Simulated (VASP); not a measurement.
YAl (relaxed from the rock salt structure, space group Fm-3m): computed properties

Computed with PBEsol GGA, VASP's PBE PAW potentials (set 64) (plane waves; VASP).

```yaml
space_group: Fm-3m (225)
cell: a = b = c = 5.9455 Å, α = β = γ = 90.00°
volume_per_atom: 26.27 Å³/atom
band gap (over mesh and band path): none (metal, semimetal or under 0.01 eV)
density: 3.66 g/cm³
```

```yaml
crystal:
  lattice:
    - [0.00000, 2.97275, 2.97275]
    - [2.97275, 0.00000, 2.97275]
    - [2.97275, 2.97275, 0.00000]
  atoms:
    - { symbol: Y, position: [0.00000, 0.00000, 0.00000] }
    - { symbol: Al, position: [0.50000, 0.50000, 0.50000] }
```

The structure was generated: YAl was put into the rock salt type (Fm-3m), which need not be its known phase. It was relaxed first, which changed the volume by -31 %. Symmetry was kept, so distortions that lower it aren't found.
